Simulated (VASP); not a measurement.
Runs of VASP 6.6.1 on ZnB. The structure is cubic, space group Pm-3m (No. 221). Conventional cell: a = 2.807 Å, b = 2.807 Å, c = 2.807 Å, α = 90.00°, β = 90.00°, γ = 90.00°. Zn (site symmetry m-3m) has 8 B at 2.43 Å as nearest neighbours. B (site symmetry m-3m) is surrounded by 8 Zn at 2.43 Å. The cell was built by a generator and needn't be a form met in nature.

```csv
level,potentials or basis,other keys,pressure (GPa)
LDA,"VASP PAW LDA potentials, release 64 (Zn, B)",PREC = High; NBANDS = 12,-7.9
PBEsol,"VASP PAW PBE potentials, release 64 (Zn, B)",-,-4.3
LDA,"VASP PAW LDA potentials, release 64 (Zn, B)",-,(c)
TPSS,"VASP PAW PBE potentials, release 64 (Zn, B)",-,-2.2
BLYP,"VASP PAW PBE potentials, release 64 (Zn, B)",-,8.5
r2SCAN,"VASP PAW PBE potentials, release 64 (Zn, B)",-,(b)
revPBE,"VASP PAW PBE potentials, release 64 (Zn, B)",-,3.0
RPBE,"VASP PAW PBE potentials, release 64 (Zn, B)",-,(a)
```

Alike in all rows: task band structure; no spin polarisation; cell as given; k mesh 9 × 9 × 9; cutoff (eV) 520; smearing fermi-dirac 0.05 eV.

Problem. Estimate the missing entries.

Solution. (a) 3.9; (b) -1.9; (c) -8.0.

Caveats: the PAW data sets were made with another functional, which shifts forces and pressure a little (some runs).

Runs at the PBE level aren't shown here.
